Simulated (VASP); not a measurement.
Level of theory: PBE GGA, VASP's PBE PAW potentials (set 64) (plane waves; VASP).

A VASP calculation is set up with these files.

**INCAR**
```
# general
SYSTEM  =PbTe
PREC    =Accurate
ENCUT   =400   # plane-wave cut-off (eV)
LREAL   =F   # projection in real space or not
LASPH   =T

# electronic loop
EDIFF   =1E-8   # SCF stop (eV)
NELM    =100   # most electronic steps
ALGO    =Normal   # blocked Davidson
LMAXMIX =4

# smearing
ISMEAR  =0   # Gaussian
SIGMA   =0.01

# functional
GGA     =PE   # PBE

# ions
IBRION  =8
NSW     =1   # most ionic steps

# output
LWAVE   =F
LCHARG  =F

# other
LEPSILON=T
```

**KPOINTS**
```
Automatic mesh
0
Gamma
 12 12 12
0 0 0
```

POSCAR:
```
PbTe
4.6412610
  0.0000000000   0.7071067669   0.7071067669
  0.7071067669   0.0000000000   0.7071067669
  0.7071067669   0.7071067669   0.0000000000
Te Pb
1 1
Cart
  0.7071067669   0.7071067669   0.7071067669
  0.0000000000   0.0000000000   0.0000000000
```

POTCAR, in this order: Te Pb_d (PBE.64 set). Program: vasp_std.

The resulting files:

File OUTCAR:
```


 HEAD OF MICROSCOPIC STATIC DIELECTRIC TENSOR (INDEPENDENT PARTICLE, excluding Hartree and local field effects)
 ------------------------------------------------------
          27.067339     0.000000     0.000000
          -0.000000    27.067339    -0.000000
          -0.000000     0.000000    27.067339
 ------------------------------------------------------

 MACROSCOPIC STATIC DIELECTRIC TENSOR (including local field effects in DFT)
 ------------------------------------------------------
          26.444991     0.000000    -0.000000
           0.000000    26.444991    -0.000000
           0.000000     0.000000    26.444991
 ------------------------------------------------------

 PIEZOELECTRIC TENSOR (including local field effects)  for field in x, y, z        (e  Angst)
          XX          YY          ZZ          XY          YZ          ZX
  --------------------------------------------------------------------------------
  x     0.00000     0.00000     0.00000     0.00000     0.00000     0.00000
  y     0.00000     0.00000     0.00000     0.00000     0.00000     0.00000
  z     0.00000     0.00000     0.00000     0.00000     0.00000     0.00000

 PIEZOELECTRIC TENSOR (including local field effects)  for field in x, y, z        (C/m^2)
          XX          YY          ZZ          XY          YZ          ZX
  --------------------------------------------------------------------------------
  x     0.00000     0.00000     0.00000     0.00000     0.00000     0.00000
  y     0.00000     0.00000     0.00000     0.00000     0.00000     0.00000
  z     0.00000     0.00000     0.00000     0.00000     0.00000     0.00000

 BORN EFFECTIVE CHARGES (including local field effects) (in |e|, cummulative output)
 ---------------------------------------------------------------------------------
 ion    1
    1    -5.72117     0.00000     0.00000
    2     0.00000    -5.72117     0.00000
    3     0.00000     0.00000    -5.72117
 ion    2
    1     5.72117     0.00000     0.00000
    2     0.00000     5.72117     0.00000
    3     0.00000     0.00000     5.72117

   1 f  =    0.833430 THz     5.236594 2PiTHz   27.800227 cm-1     3.446787 meV

   2 f  =    0.833430 THz     5.236594 2PiTHz   27.800227 cm-1     3.446787 meV

   3 f  =    0.833430 THz     5.236594 2PiTHz   27.800227 cm-1     3.446787 meV

   4 f/i=    0.013468 THz     0.084623 2PiTHz    0.449250 cm-1     0.055700 meV

   5 f/i=    0.013468 THz     0.084623 2PiTHz    0.449250 cm-1     0.055700 meV

   6 f/i=    0.013468 THz     0.084623 2PiTHz    0.449250 cm-1     0.055700 meV

 MACROSCOPIC STATIC DIELECTRIC TENSOR IONIC CONTRIBUTION
 ------------------------------------------------------
         370.258208    -0.000000     0.000000
          -0.000000   370.258208     0.000000
           0.000000     0.000000   370.258208
 ------------------------------------------------------

 ELASTIC MODULI CONTR FROM IONIC RELAXATION (kBar)
 Direction    XX          YY          ZZ          XY          YZ          ZX
 --------------------------------------------------------------------------------
 XX           0.0000      0.0000      0.0000      0.0000      0.0000      0.0000
 YY           0.0000      0.0000      0.0000      0.0000      0.0000      0.0000
 ZZ           0.0000      0.0000      0.0000      0.0000      0.0000      0.0000
 XY           0.0000      0.0000      0.0000      0.0000      0.0000      0.0000
 YZ           0.0000      0.0000      0.0000      0.0000      0.0000      0.0000
 ZX           0.0000      0.0000      0.0000      0.0000      0.0000      0.0000
 --------------------------------------------------------------------------------

 PIEZOELECTRIC TENSOR IONIC CONTR  for field in x, y, z        (C/m^2)
          XX          YY          ZZ          XY          YZ          ZX
  --------------------------------------------------------------------------------
  x     0.00000     0.00000     0.00000     0.00000     0.00000     0.00000
  y     0.00000     0.00000     0.00000     0.00000     0.00000     0.00000
  z     0.00000     0.00000     0.00000     0.00000     0.00000     0.00000
```
(Selected blocks of OUTCAR.)

The compound is PbTe in the rock salt structure. It was relaxed first.
